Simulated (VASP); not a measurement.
Given:

```yaml
crystal:
  lattice:
    - [3.85680, 0.00000, 0.00000]
    - [0.00000, 3.93396, 0.00000]
    - [0.00000, 0.00000, 6.76373]
  atoms:
    - { symbol: Er, position: [0.00000, 0.50000, 0.00254] }
    - { symbol: Er, position: [0.50000, 0.50000, 0.49536] }
    - { symbol: Si, position: [0.50000, 0.00000, 0.81371] }
    - { symbol: Si, position: [0.50000, 0.00000, 0.15577] }
    - { symbol: Si, position: [0.00000, 0.00000, 0.36063] }
```

These are r2SCAN meta-GGA, VASP's PBE PAW potentials (set 64) (plane waves; VASP 6.6.1) values and carry that method's errors. Settings: 400 eV cut-off, 9×9×5 Γ-centred mesh, tetrahedra with Blöchl corrections, potentials Er_3 Si.

The 4f electrons are frozen in the core of the lanthanide potential, so 4f levels, which can set the real gap, and their magnetism are missing.

Q: Give the energies of bands 9 to 18 at the high-symmetry points, in eV from the Fermi level.

A: 
| band | Γ | X | S | Y | Z | U | R | T |
|---|---|---|---|---|---|---|---|---|
| 9 | -6.71 | -7.06 | -6.86 | -6.10 | -4.68 | -8.01 | -6.74 | -5.58 |
| 10 | -3.05 | -4.79 | -3.80 | -5.49 | -3.81 | -4.83 | -3.93 | -4.21 |
| 11 | -2.38 | -3.98 | -3.64 | -3.48 | -3.04 | -2.79 | -3.50 | -4.06 |
| 12 | -2.04 | -3.04 | -3.44 | -3.26 | -2.43 | -2.46 | -3.29 | -3.35 |
| 13 | -1.19 | -2.20 | -3.20 | -1.60 | -1.24 | -1.72 | -3.23 | -2.82 |
| 14 | -1.07 | -1.35 | -2.26 | -0.29 | -0.72 | -1.45 | -2.87 | -1.22 |
| 15 | -0.44 | 0.10 | -2.23 | -0.29 | -0.36 | -0.96 | -1.45 | -1.00 |
| 16 | 0.14 | 0.44 | 0.70 | 0.50 | 0.21 | -0.43 | 0.45 | 0.58 |
| 17 | 2.50 | 1.70 | 2.48 | 1.32 | 1.96 | 1.85 | 1.23 | 0.60 |
| 18 | 2.55 | 1.82 | 2.88 | 1.55 | 2.62 | 2.31 | 2.74 | 2.23 |

It has no gap at this level: it comes out as a metal or semimetal.

The structure comes from a computed database's Er2Si3 entry (Pmm2); how it stands against other phases isn't given here. It was relaxed first.
